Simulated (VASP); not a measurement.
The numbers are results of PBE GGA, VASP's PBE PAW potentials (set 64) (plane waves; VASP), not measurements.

VASP ran on this input.

File KPOINTS:
```
Automatic mesh
0
Monkhorst-Pack
2 2 2
0 0 0
```

INCAR:
```
ALGO=Normal
EDIFF=1E-6
ENCUT=400
GGA=PE
ISIF=2
ISMEAR=1
LASPH=.TRUE.
LCHARG=.FALSE.
LMAXMIX=6
LREAL=.FALSE.
LWAVE=.FALSE.
NELM=100
PREC=Accurate
SIGMA=0.1
SYSTEM=Pt3Ti
```

### POSCAR
```
Pt3Ti
1
    4.0327610000     0.0000000000     0.0000000000
    0.0000000000     3.8201800000     0.0000000000
    0.0000000000     0.0000000000     3.9250140000
Ti Pt
1 3
Direct
  0.0000000000   0.0000000000   0.0000000000
  0.0000000000   0.5000000000   0.5000000000
  0.5000000000   0.0000000000   0.5000000000
  0.5053360000   0.5000000000   0.0000000000
```

POTCAR, in this order: Ti_sv Pt (PBE.64 set). Program: vasp_std.

The run wrote:

File OUTCAR:
```
 ion  position               nearest neighbor table
   1  0.000  0.000  0.000-   2 2.74   2 2.74   2 2.74   2 2.74   4 2.76   4 2.76   4 2.79   4 2.79
                             3 2.81   3 2.81   3 2.81   3 2.81
   2  0.000  0.500  0.500-   1 2.74   1 2.74   1 2.74   1 2.74   3 2.78   3 2.78   3 2.78   3 2.78
                             4 2.80   4 2.80   4 2.83   4 2.83
   3  0.500  0.000  0.500-   4 2.74   4 2.74   4 2.74   4 2.74   2 2.78   2 2.78   2 2.78   2 2.78
                             1 2.81   1 2.81   1 2.81   1 2.81
   4  0.505  0.500  0.000-   3 2.74   3 2.74   3 2.74   3 2.74   1 2.76   1 2.76   1 2.79   1 2.79
                             2 2.80   2 2.80   2 2.83   2 2.83
  LATTYP: Found a simple orthorhombic cell.
 ALAT       =     3.8201800000
 B/A-ratio  =     1.0274421624
 C/A-ratio  =     1.0556468543
 Subroutine PRICEL returns:
 Original cell was already a primitive cell.
 Subroutine GETGRP returns: Found  4 space group operations
The static configuration has the point symmetry C_2v.
The dynamic configuration has the point symmetry C_2v.
 Subroutine INISYM returns: Found  4 space group operations
 Subroutine IBZKPT returns following result:
 Found      1 irreducible k-points:

 Following reciprocal coordinates:
            Coordinates               Weight
  0.250000  0.250000  0.250000      8.000000
...
```

File OSZICAR:
```
       N       E                     dE             d eps       ncg     rms          rms(c)
DAV:   1     0.326625615639E+03    0.32663E+03   -0.18180E+04    50   0.149E+03
DAV:   2    -0.570715683990E+00   -0.32720E+03   -0.32171E+03    51   0.399E+02
DAV:   3    -0.315385065844E+02   -0.30968E+02   -0.30819E+02    68   0.101E+02
DAV:   4    -0.322909790079E+02   -0.75247E+00   -0.75016E+00    60   0.193E+01
DAV:   5    -0.323093912692E+02   -0.18412E-01   -0.18411E-01    68   0.290E+00    0.219E+01
DAV:   6    -0.301925121428E+02    0.21169E+01   -0.13991E+01    76   0.283E+01    0.119E+01
DAV:   7    -0.304806815593E+02   -0.28817E+00   -0.22382E+01    76   0.275E+01    0.926E+00
DAV:   8    -0.298783778126E+02    0.60230E+00   -0.12497E+00    59   0.895E+00    0.450E+00
DAV:   9    -0.296802213180E+02    0.19816E+00   -0.14273E+00    76   0.745E+00    0.133E+00
DAV:  10    -0.296843808719E+02   -0.41596E-02   -0.61412E-02    59   0.194E+00    0.860E-01
DAV:  11    -0.296774037977E+02    0.69771E-02   -0.29161E-02    74   0.145E+00    0.350E-01
DAV:  12    -0.296758852728E+02    0.15185E-02   -0.66555E-03    76   0.525E-01    0.113E-01
DAV:  13    -0.296759517317E+02   -0.66459E-04   -0.38668E-04    59   0.161E-01    0.515E-02
DAV:  14    -0.296759335508E+02    0.18181E-04   -0.11203E-04    76   0.876E-02    0.172E-02
DAV:  15    -0.296759300050E+02    0.35458E-05   -0.21939E-05    84   0.306E-02    0.596E-03
DAV:  16    -0.296759306842E+02   -0.67922E-06   -0.70064E-07    27   0.838E-03
   1 F= -.29675931E+02 E0= -.29677863E+02  d E =0.579791E-02
```

### OUTCAR
```
------------------------ aborting loop because EDIFF is reached ----------------------------------------
  FORCE on cell =-STRESS in cart. coord.  units (eV):
  Direction    XX          YY          ZZ          XY          YZ          ZX
  --------------------------------------------------------------------------------------
  Total        0.5716799      2.3086113      2.0500455      0.0000000      0.0000000      0.0000000
  in kB       15.1473254     61.1693526     54.3183481      0.0000000      0.0000000      0.0000000
  external PRESSURE =      43.5450087 kB  Pullay stress =       0.0000000 kB
  volume of cell :       60.47
      direct lattice vectors                 reciprocal lattice vectors
     4.032761000  0.000000000  0.000000000     0.247969071  0.000000000  0.000000000
     0.000000000  3.820180000  0.000000000     0.000000000  0.261767770  0.000000000
     0.000000000  0.000000000  3.925014000     0.000000000  0.000000000  0.254776161
 POSITION                                       TOTAL-FORCE (eV/Angst)
 -----------------------------------------------------------------------------------
      0.00000      0.00000      0.00000         0.068825      0.000000      0.000000
      0.00000      1.91009      1.96251         0.140301      0.000000      0.000000
      2.01638      0.00000      1.96251        -0.092767      0.000000      0.000000
      2.03790      1.91009      0.00000        -0.116359      0.000000      0.000000
 -----------------------------------------------------------------------------------
    total drift:                               -0.000069     -0.000000     -0.000001
  FREE ENERGIE OF THE ION-ELECTRON SYSTEM (eV)
  ---------------------------------------------------
  free  energy   TOTEN  =       -29.6759306842 eV

  energy  without entropy=      -29.6817285896  energy(sigma->0) =      -29.67786332
```
(Selected blocks of OUTCAR.)

The compound is Pt3Ti in the L1_2 structure. The cell was not relaxed at this level, atoms are displaced from their ideal sites. The k-mesh is coarse (spacing up to 0.82 per Å, 2π included), so the numbers may not be converged in it. The run is one of a series of settings (KPOINTS 2×2×2 Monkhorst-Pack mesh against the base run), some of them coarse on purpose.
